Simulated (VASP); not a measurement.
The system is SnSe2.

```xyz
3
Lattice="3.8408 0.0000 0.0000 -1.9204 3.3263 0.0000 0.0000 0.0000 6.0073" Properties=species:S:1:pos:R:3 pbc="T T T"
Sn    0.0000    0.0000    0.0000
Se    0.0000    2.2175    1.5950
Se    1.9204    1.1088    4.4123
```

Base run:

| Quantity | Value |
| --- | --- |
| Program | VASP 6.6.1 |
| Functional | PBE0 |
| Potentials or basis | VASP PAW PBE potentials, release 64 (Sn_d, Se) |
| Cutoff | 520 eV |
| k mesh | 6 × 6 × 3 |
| Occupations | gaussian, width 0.03 eV |
| Spin | no spin polarisation |

Its results: band gap on the k mesh 1.84 eV, indirect (least direct gap 2.20 eV); pressure -0.9 GPa; largest force 0.596 eV/Å.

**Question.** After a change of settings the same cell gave: band gap on the k mesh 1.18 eV, indirect (least direct gap 1.56 eV); pressure -0.7 GPa; largest force 0.580 eV/Å. Which change was it?
A. functional from PBE0 to PBE-EpsX
B. functional from PBE0 to PBE; further incar settings from ALGO = Normal; EDIFF = 1e-07 to ALGO = Fast; EDIFF = 1e-07
C. functional from PBE0 to HSE06

**Answer.** C.

Caveats: the PAW data sets were made with another functional, which shifts forces and pressure a little; spin-orbit coupling is left out, which moves the levels of the heavy elements.
